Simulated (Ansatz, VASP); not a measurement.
## Cross-check of Pd2Au (Pd-Au-Pd stack, (111) layers) between VASP and Ansatz

One calculation is typed for both programs; each brings its own data sets. How far apart do they land? The cell is taken from a series of runs on this material, whose earlier steps may have relaxed, scaled, displaced or heated it; both programs get it as it stands.

Method: plane waves, with VASP 6.6.1 beside it; PBE, in Ansatz 0.2.0.

### 1. The starting structure

The cell holds 3 atoms: 2 Pd and 1 Au. Cell: a = 2.776 Å, b = 2.776 Å, c = 33.222 Å, α = 90.0°, β = 90.0°, γ = 120.0°. It derives from Pd2Au. Vacuum lies along c.

### 2. VASP: zone-centre phonons, PBE

Second derivatives magnify differences that forces hide, and they need a tight electronic threshold.

Lines of VASP's logs that name or quote its potential files are left out, and so is its time.

Input file INCAR:

```
SYSTEM = Pd2Au
PREC = Accurate
ENCUT = 500
EDIFF = 1E-08
NELM = 120
ISMEAR = 1
SIGMA = 0.2
LREAL = .FALSE.
ALGO = Normal
GGA = PE
NBANDS = 21
LASPH = .TRUE.
LORBIT = 11
LWAVE = .FALSE.
LCHARG = .FALSE.
ISIF = 2
IBRION = 8
GGA_COMPAT = .FALSE.
NELMDL = -8
```

Input file POSCAR:

```
Pd2Au
1.0
    2.7758278474      0.0000000000      0.0000000000
   -1.3879139237      2.4039374324      0.0000000000
    0.0000000000      0.0000000000     33.2223572600
Pd Au
2 1
Direct
    1.0000000000      0.0000000000      0.1642000095
    0.6666666666      0.3333333334      0.3087098409
    0.3333333333      0.6666666667      0.2364549252
```

Input file KPOINTS:

```
Automatic mesh
0
Gamma
9 9 1
0 0 0
```

PAW data sets: Pd and Au (PBE family, release 64).

Launch:

```console
mpirun -np 1 vasp_std
```

Numbers of over 12 decimals in the logs are rounded to 6 here.

Log:

```text
[banner, memory and clock lines left out]
running    1 mpi-ranks, on    1 nodes
 distrk:  each k-point on    1 cores,    1 groups
 distr:  one band on    1 cores,    1 groups

 POSCAR found type information on POSCAR PdAu
 POSCAR found :  2 types and       3 ions
 LDA part: xc-table for (Slater+PW92), standard interpolation
 POSCAR, INCAR and KPOINTS ok, starting setup
 FFT: planning ... GRIDC
 FFT: planning ... GRID_SOFT
 FFT: planning ... GRID
 WAVECAR not read
 entering main loop
       N       E                     dE             d eps       ncg     rms          rms(c)
DAV:   1     0.198429323154E+03    0.19843E+03   -0.11562E+04   512   0.109E+03
DAV:   2    -0.516477821889E+01   -0.20359E+03   -0.19669E+03   735   0.232E+02
DAV:   3    -0.135254612938E+02   -0.83607E+01   -0.79689E+01   587   0.514E+01
DAV:   4    -0.136476309364E+02   -0.12217E+00   -0.12207E+00   646   0.664E+00
DAV:   5    -0.136504557374E+02   -0.28248E-02   -0.28245E-02   645   0.954E-01
DAV:   6    -0.136505834873E+02   -0.12775E-03   -0.12775E-03   704   0.192E-01
DAV:   7    -0.136505882474E+02   -0.47601E-05   -0.47597E-05   655   0.305E-02
DAV:   8    -0.136505885617E+02   -0.31433E-06   -0.31456E-06   683   0.691E-03    0.119E+01
DAV:   9    -0.134476657765E+02    0.20292E+00   -0.17862E+01   519   0.385E+01    0.145E+01
DAV:  10    -0.129035963254E+02    0.54407E+00   -0.11043E+00   527   0.108E+01    0.955E+00
DAV:  11    -0.126611627980E+02    0.24243E+00   -0.10858E+00   524   0.895E+00    0.263E+00
DAV:  12    -0.126494891689E+02    0.11674E-01   -0.10080E-01   542   0.240E+00    0.721E-01
DAV:  13    -0.126428739833E+02    0.66152E-02   -0.17942E-02   554   0.136E+00    0.248E-01
DAV:  14    -0.126420384590E+02    0.83552E-03   -0.37536E-03   567   0.471E-01    0.176E-01
[...]
DAV:  24    -0.126420719074E+02   -0.55992E-05   -0.26968E-07   476   0.109E-03    0.254E-04
DAV:  25    -0.126420738387E+02   -0.19312E-05   -0.57244E-08   457   0.141E-03    0.307E-04
DAV:  26    -0.126420747792E+02   -0.94052E-06   -0.19396E-08   389   0.698E-04    0.813E-05
DAV:  27    -0.126420750787E+02   -0.29948E-06   -0.21438E-09   390   0.196E-04    0.549E-05
DAV:  28    -0.126420752731E+02   -0.19447E-06   -0.13213E-09   352   0.103E-04    0.935E-06
DAV:  29    -0.126420753139E+02   -0.40723E-07   -0.18158E-10   357   0.623E-05    0.110E-05
DAV:  30    -0.126420753311E+02   -0.17195E-07   -0.79941E-11   322   0.359E-05    0.418E-06
DAV:  31    -0.126420753337E+02   -0.26512E-08    0.20231E-12   327   0.167E-05
   1 F= -.12642075E+02 E0= -.12650275E+02  d E =0.245980E-01
 Linear response reoptimize wavefunctions to high precision
DAV:   1    -0.126420753346E+02   -0.85583E-09    0.79754E-12   342   0.695E-06
DAV:   2    -0.126420753346E+02   -0.47294E-10    0.16874E-11   342   0.310E-06
 Linear response DOF=           4
 Linear response progress:
  Degree of freedom:   1/  4
       N       E                     dE             d eps       ncg     rms          rms(c)
RMM:   1    -0.239988195481E+00   -0.23999E+00   -0.21898E-01  2779   0.315E+00
RMM:   2    -0.240868881600E+00   -0.88069E-03   -0.31682E-03  2585   0.385E-01    0.623E-02
RMM:   3    -0.240523803170E+00    0.34508E-03   -0.67481E-05  2598   0.638E-02    0.370E-02
RMM:   4    -0.240073627354E+00    0.45018E-03   -0.10090E-04  2686   0.547E-02    0.116E-02
RMM:   5    -0.240071103906E+00    0.25234E-05   -0.17462E-06  2792   0.946E-03    0.862E-03
RMM:   6    -0.240068401383E+00    0.27025E-05   -0.18668E-07  2789   0.235E-03    0.685E-03
RMM:   7    -0.240008526924E+00    0.59874E-04   -0.65411E-06  3369   0.132E-02    0.240E-03
RMM:   8    -0.240012228083E+00   -0.37012E-05   -0.25121E-07  2772   0.233E-03    0.111E-03
RMM:   9    -0.240014646872E+00   -0.24188E-05   -0.11000E-08  2806   0.103E-03    0.401E-04
RMM:  10    -0.240016010023E+00   -0.13632E-05   -0.84535E-08  2806   0.532E-04    0.199E-04
RMM:  11    -0.240016424165E+00   -0.41414E-06    0.11775E-08  2833   0.246E-04    0.371E-05
RMM:  12    -0.240016260223E+00    0.16394E-06   -0.42977E-08  2842   0.752E-05    0.365E-05
RMM:  13    -0.240016072044E+00    0.18818E-06    0.54420E-09  2838   0.286E-05    0.202E-05
RMM:  14    -0.240015896727E+00    0.17532E-06    0.84351E-09  2832   0.363E-05    0.255E-06
RMM:  15    -0.240015892827E+00    0.39000E-08    0.22475E-08  2786   0.123E-05    0.860E-07
 first order change of Fermi-energy   0.18220E-03
 force on displaced ion       1 direction 1 :  -0.388  -0.000   0.000
 Linear response progress:
  Degree of freedom:   2/  4
       N       E                     dE             d eps       ncg     rms          rms(c)
RMM:   1    -0.310340554775E+00   -0.31034E+00   -0.24571E-01   837   0.332E+00
RMM:   2    -0.310239137615E+00    0.10142E-03   -0.41165E-03   764   0.435E-01    0.193E-01
RMM:   3    -0.311222687854E+00   -0.98355E-03   -0.36600E-04   812   0.119E-01    0.257E-01
RMM:   4    -0.311095976373E+00    0.12671E-03   -0.54704E-04   846   0.137E-01    0.203E-01
RMM:   5    -0.311007844660E+00    0.88132E-04   -0.26572E-04   822   0.996E-02    0.505E-02
RMM:   6    -0.311036604085E+00   -0.28759E-04   -0.31696E-05   801   0.344E-02    0.123E-02
RMM:   7    -0.310977796020E+00    0.58808E-04   -0.13377E-06   793   0.688E-03    0.611E-03
RMM:   8    -0.310916737251E+00    0.61059E-04   -0.80425E-07   812   0.560E-03    0.208E-03
RMM:   9    -0.310912905663E+00    0.38316E-05   -0.28256E-08   833   0.127E-03    0.527E-04
RMM:  10    -0.310910194152E+00    0.27115E-05   -0.46998E-09   842   0.479E-04    0.238E-04
RMM:  11    -0.310910457039E+00   -0.26289E-06   -0.91312E-09   865   0.319E-04    0.230E-04
RMM:  12    -0.310911893428E+00   -0.14364E-05   -0.21268E-08   869   0.233E-04    0.605E-05
RMM:  13    -0.310913851292E+00   -0.19579E-05   -0.62611E-08   899   0.208E-04    0.483E-05
RMM:  14    -0.310914055133E+00   -0.20384E-06   -0.16296E-07   892   0.925E-05    0.209E-05
RMM:  15    -0.310913966458E+00    0.88675E-07   -0.77804E-08   905   0.833E-05    0.119E-05
RMM:  16    -0.310914020444E+00   -0.53987E-07   -0.95330E-08   879   0.342E-05    0.964E-06
RMM:  17    -0.310914020492E+00   -0.47715E-10   -0.25080E-08   899   0.376E-05    0.431E-06
 first order change of Fermi-energy   0.24427E+00
 force on displaced ion       1 direction 3 :  -0.000  -0.000  -4.115
 Linear response progress:
  Degree of freedom:   3/  4
       N       E                     dE             d eps       ncg     rms          rms(c)
RMM:   1    -0.268654312978E+00   -0.26865E+00   -0.23602E-01  1787   0.321E+00
RMM:   2    -0.267176344246E+00    0.14780E-02   -0.25542E-03  1583   0.344E-01    0.839E-02
RMM:   3    -0.266510548554E+00    0.66580E-03   -0.29763E-04  1587   0.914E-02    0.407E-02
RMM:   4    -0.266011723145E+00    0.49883E-03   -0.30687E-04  1644   0.850E-02    0.110E-02
RMM:   5    -0.265864837176E+00    0.14689E-03   -0.11251E-05  1630   0.198E-02    0.432E-03
RMM:   6    -0.265790199367E+00    0.74638E-04   -0.31132E-06  1662   0.863E-03    0.648E-04
RMM:   7    -0.265786742797E+00    0.34566E-05   -0.17563E-07  1697   0.179E-03    0.558E-04
RMM:   8    -0.265778841026E+00    0.79018E-05   -0.29518E-08  1703   0.559E-04    0.160E-04
RMM:   9    -0.265776138139E+00    0.27029E-05   -0.13532E-08  1713   0.285E-04    0.261E-05
RMM:  10    -0.265776493389E+00   -0.35525E-06    0.16945E-08  1742   0.699E-05    0.792E-06
RMM:  11    -0.265776484424E+00    0.89651E-08   -0.15962E-08  1749   0.213E-05    0.532E-06
 first order change of Fermi-energy  -0.69869E-03
 force on displaced ion       3 direction 1 :  -0.798   0.000   0.000
 Linear response progress:
  Degree of freedom:   4/  4
       N       E                     dE             d eps       ncg     rms          rms(c)
RMM:   1    -0.362698692455E+00   -0.36270E+00   -0.24668E-01   906   0.339E+00
RMM:   2    -0.358691535168E+00    0.40072E-02   -0.39482E-03   765   0.404E-01    0.149E-01
RMM:   3    -0.358548873670E+00    0.14266E-03   -0.46306E-04   799   0.109E-01    0.138E-01
RMM:   4    -0.359153191334E+00   -0.60432E-03   -0.32103E-04   846   0.102E-01    0.239E-01
RMM:   5    -0.358485438729E+00    0.66775E-03   -0.34747E-04   815   0.113E-01    0.452E-02
RMM:   6    -0.358448774131E+00    0.36665E-04   -0.22212E-05   827   0.302E-02    0.231E-02
RMM:   7    -0.358390104090E+00    0.58670E-04   -0.42768E-06   805   0.135E-02    0.126E-03
RMM:   8    -0.358375300507E+00    0.14804E-04   -0.11162E-07   834   0.204E-03    0.364E-04
RMM:   9    -0.358372679027E+00    0.26215E-05   -0.48205E-09   834   0.500E-04    0.190E-04
RMM:  10    -0.358371014592E+00    0.16644E-05   -0.92276E-09   849   0.196E-04    0.919E-05
RMM:  11    -0.358369461801E+00    0.15528E-05   -0.15359E-08   845   0.927E-05    0.400E-05
RMM:  12    -0.358369355908E+00    0.10589E-06   -0.27560E-08   854   0.376E-05    0.117E-05
RMM:  13    -0.358369407503E+00   -0.51595E-07   -0.17843E-08   873   0.362E-05    0.804E-06
RMM:  14    -0.358369401041E+00    0.64617E-08   -0.50771E-09   896   0.400E-05    0.640E-06
 first order change of Fermi-energy   0.90339E-03
 force on displaced ion       3 direction 3 :   0.000   0.000  -8.122
 Linear response finished
```

OUTCAR, selected parts (step 2):

```text
ion  position               nearest neighbor table
   1  0.000  0.000  0.164-   3 2.89   3 2.89   3 2.89
   2  0.667  0.333  0.309-   3 2.89   3 2.89   3 2.89
   3  0.333  0.667  0.236-   1 2.89   2 2.89   2 2.89   1 2.89   2 2.89   1 2.89

  LATTYP: Found a hexagonal cell.
 ALAT       =     2.7758278474
 C/A-ratio  =    11.9684501656

 Subroutine GETGRP returns: Found 12 space group operations
 (whereof  6 operations were pure point group operations)

The static configuration has the point symmetry C_3v.
 The point group associated with its full space group is D_3d.

 Found     12 irreducible k-points:

   k-points           NKPTS =     12   k-points in BZ     NKDIM =     12   number of bands    NBANDS=     21

   dimension x,y,z NGX =    20 NGY =   20 NGZ =  250
   dimension x,y,z NGXF=    40 NGYF=   40 NGZF=  500

   ENCUT  =  500.0 eV  36.75 Ry    6.06 a.u.   5.06  5.06 60.57*2*pi/ulx,y,z

   NELECT =      31.0000    total number of electrons

 k-points in reciprocal lattice and weights: Automatic mesh
   0.00000000  0.00000000  0.00000000       0.012
   0.11111111 -0.00000000  0.00000000       0.074
   0.22222222 -0.00000000  0.00000000       0.074
   0.33333333  0.00000000  0.00000000       0.074
   0.44444444 -0.00000000  0.00000000       0.074
   0.11111111  0.11111111  0.00000000       0.074
   0.22222222  0.11111111  0.00000000       0.148
   0.33333333  0.11111111  0.00000000       0.148
   0.44444444  0.11111111  0.00000000       0.074
   0.22222222  0.22222222  0.00000000       0.074
   0.33333333  0.22222222  0.00000000       0.148
   0.33333333  0.33333333  0.00000000       0.025

 average (electrostatic) potential at core
       1 -81.8436       2 -81.8436       3 -75.3230

  Total        0.0428044      0.0428044     -0.2426981      0.0000000      0.0000000      0.0000000
  in kB        0.3093517      0.3093517     -1.7540051      0.0000000      0.0000000      0.0000000
  external PRESSURE =      -0.3784339 kB  Pullay stress =       0.0000000 kB

  energy-cutoff  :      500.00
  volume of cell :      221.69
      direct lattice vectors                 reciprocal lattice vectors
     2.775827847  0.000000000  0.000000000     0.360252888  0.207992102  0.000000000
    -1.387913924  2.403937432  0.000000000     0.000000000  0.415984204  0.000000000
     0.000000000  0.000000000 33.222357260     0.000000000  0.000000000  0.030100212

 POSITION                                       TOTAL-FORCE (eV/Angst)
 -----------------------------------------------------------------------------------
      0.00000      0.00000      5.45511        -0.000000      0.000000      0.045982
      1.38791      0.80131     10.25607         0.000000     -0.000000     -0.045982
     -0.00000      1.60262      7.85559         0.000000      0.000000     -0.000000
 -----------------------------------------------------------------------------------
    total drift:                                0.000000     -0.000000      0.000173

 Eigenvectors and eigenvalues of the dynamical matrix
 ----------------------------------------------------

   1 f  =    4.405597 THz    27.681182 2PiTHz  146.954897 cm-1    18.220077 meV
             X         Y         Z           dx          dy          dz
      0.000000  0.000000  5.455111     0.000000    0.000000    0.490280
      1.387914  0.801312 10.256069     0.000000    0.000000    0.490280
     -0.000000  1.602625  7.855590    -0.000000   -0.000000   -0.720591

   2 f  =    3.093604 THz    19.437688 2PiTHz  103.191524 cm-1    12.794113 meV
             X         Y         Z           dx          dy          dz
      0.000000  0.000000  5.455111     0.000000   -0.000000    0.707107
      1.387914  0.801312 10.256069    -0.000000   -0.000000   -0.707107
     -0.000000  1.602625  7.855590    -0.000000    0.000000    0.000000

   3 f  =    1.391385 THz     8.742328 2PiTHz   46.411597 cm-1     5.754302 meV
             X         Y         Z           dx          dy          dz
      0.000000  0.000000  5.455111    -0.000006   -0.494367   -0.000000
      1.387914  0.801312 10.256069    -0.000006   -0.494367   -0.000000
     -0.000000  1.602625  7.855590     0.000009    0.714984   -0.000000

   4 f  =    1.391385 THz     8.742328 2PiTHz   46.411597 cm-1     5.754302 meV
             X         Y         Z           dx          dy          dz
      0.000000  0.000000  5.455111    -0.494367    0.000006    0.000000
      1.387914  0.801312 10.256069    -0.494367    0.000006   -0.000000
     -0.000000  1.602625  7.855590     0.714984   -0.000009    0.000000

   5 f  =    0.914627 THz     5.746768 2PiTHz   30.508657 cm-1     3.782590 meV
             X         Y         Z           dx          dy          dz
      0.000000  0.000000  5.455111     0.000015    0.707107    0.000000
      1.387914  0.801312 10.256069    -0.000015   -0.707107   -0.000000
     -0.000000  1.602625  7.855590     0.000000    0.000000   -0.000000

   6 f  =    0.914627 THz     5.746768 2PiTHz   30.508657 cm-1     3.782590 meV
             X         Y         Z           dx          dy          dz
      0.000000  0.000000  5.455111     0.707107   -0.000015   -0.000000
      1.387914  0.801312 10.256069    -0.707107    0.000015    0.000000
     -0.000000  1.602625  7.855590    -0.000000    0.000000   -0.000000

   7 f/i=    0.000511 THz     0.003210 2PiTHz    0.017042 cm-1     0.002113 meV
             X         Y         Z           dx          dy          dz
      0.000000  0.000000  5.455111    -0.000000    0.000000   -0.509535
      1.387914  0.801312 10.256069    -0.000000    0.000000   -0.509535
     -0.000000  1.602625  7.855590    -0.000000    0.000000   -0.693360

   8 f/i=    0.011366 THz     0.071416 2PiTHz    0.379135 cm-1     0.047007 meV
             X         Y         Z           dx          dy          dz
      0.000000  0.000000  5.455111    -0.504485    0.033105    0.000000
      1.387914  0.801312 10.256069    -0.504485    0.033105    0.000000
     -0.000000  1.602625  7.855590    -0.697640    0.045780    0.000000

   9 f/i=    0.011366 THz     0.071416 2PiTHz    0.379135 cm-1     0.047007 meV
             X         Y         Z           dx          dy          dz
      0.000000  0.000000  5.455111    -0.033105   -0.504485   -0.000000
      1.387914  0.801312 10.256069    -0.033105   -0.504485   -0.000000
     -0.000000  1.602625  7.855590    -0.045780   -0.697640   -0.000000

 ELASTIC MODULI CONTR FROM IONIC RELAXATION (kBar)
 Direction    XX          YY          ZZ          XY          YZ          ZX
 --------------------------------------------------------------------------------
 XX         -79.6247    -73.1777   -163.2446      0.0000      9.5857      0.0000
 YY         -73.1777    -79.6247   -163.2446      0.0000     -9.5857      0.0000
 ZZ        -163.2446   -163.2446   -348.8009      0.0000     -0.0000      0.0000
 XY           0.0000      0.0000      0.0000     -3.2235      0.0000     -7.5698
 YZ           9.5857     -9.5857     -0.0000      0.0000    -28.5052      0.0000
 ZX           0.0000      0.0000      0.0000     -7.5698      0.0000    -17.7766
 --------------------------------------------------------------------------------
```

This run has no spin polarisation. Its electron count is odd, so without a moment it is a metal by construction.

(Part 1 of 2 ends here.)

[Lines on the potential files, build, host, timing and source positions are cut from VASP's logs without a mark.]

[Logs are printed without paths, hosts, clocks, repeated set-up lines and the standing remarks that a program may print on its own settings, such as how far it seeks lower states.]

[Hosts, paths, dates, database ids (printed as entryN), source tags and the programs' standing remarks are cut or masked in the printed files.]
